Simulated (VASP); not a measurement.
An input for Ansatz (written as the equivalent of a VASP run, and not itself run):

Ansatz 0.2 input:
```yaml
crystal:
  lattice:
    - [-1.5162946, 1.5162946, 1.5162946]
    - [1.5162946, -1.5162946, 1.5162946]
    - [1.5162946, 1.5162946, -1.5162946]
  atoms:
    - { symbol: Ru, position: [0.0000000, 0.0000000, 0.0000000] }
kpoints:
  mp_grid: { grid: [15, 15, 15] }
hamiltonian:
  xc: r2scan
  pseudopotentials: { kind: paw }
scf:
  occupations: { method: methfessel_paxton, width: 0.1 }
  max_iter: 100
relax:
  max_steps: 60
  f_tol: 0.01
  cell: {}
output: { forces: true, stress: true, eigenvalues: true }
```

Problem. Write the VASP files for the same calculation (r2SCAN).

Solution. Several could match; the one computed here: 
KPOINTS:
```
Automatic mesh
0
Gamma
15 15 15
0 0 0
```

**POSCAR**
```
Ru
1
   -1.5162945838     1.5162945838     1.5162945838
    1.5162945838    -1.5162945838     1.5162945838
    1.5162945838     1.5162945838    -1.5162945838
Ru
1
Direct
  0.0000000000   0.0000000000   0.0000000000
```

INCAR:
```
LMAXMIX = 4   ! l cut-off of mixed one-centre charges
LREAL = F   ! projection in real space or not
ENCUT = 400
SIGMA = 0.1
LWAVE = F
IBRION = 2
EDIFF = 1E-6
NELM = 100   ! most electronic steps
NSW = 60
LASPH = T   ! aspherical one-centre terms
PREC = Accurate
SYSTEM = Ru
ISMEAR = 1
EDIFFG = -0.01   ! ionic stop
ISIF = 3   ! ions, shape and volume
METAGGA = R2SCAN
LCHARG = F
LMIXTAU = T
ALGO = Normal   ! blocked Davidson
```

POTCAR, in this order: Ru_pv (PBE.64 set). Program: vasp_std.

What does not carry over: each code has its own PAW files, so the cut-off isn't converted (ENCUT is set for VASP's; basis.ecutwfc is left out, and Ansatz then takes the one that its files recommend); Ansatz stops its SCF on the density residual and VASP on the energy change (EDIFF).

The structure was generated: Ru was put into the bcc type (Im-3m), which need not be its known phase. This run relaxes it. Symmetry was kept, so distortions that lower it aren't found. The start is the result of an earlier pass.
